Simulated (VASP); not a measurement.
Consider the following.

```xyz
3
Lattice="0.0000 2.7669 2.7669 2.7669 0.0000 2.7669 2.7669 2.7669 0.0000" Properties=species:S:1:pos:R:3 pbc="T T T"
Ca     0.0000     0.0000     0.0000
F      1.3835     1.3835     1.3835
F      4.1504     4.1504     4.1504
```

All values below come from PBEsol GGA, VASP's PBE PAW potentials (set 64) (plane waves; VASP). Run with 520 eV cut-off, 7×7×7 Γ-centred mesh, Gaussian smearing of 0.050 eV, potentials Ca_sv F.

Question: Give the stress tensor in GPa (positive for a compressed cell).

Answer: 
```
-4.50   0.00   0.00
 0.00  -4.50   0.00
 0.00   0.00  -4.50
```
The pressure is its mean diagonal, -4.50 GPa.

The compound is CaF2 in the fluorite structure. This cell is one point of a volume scan, at 1.06 of the reference volume.
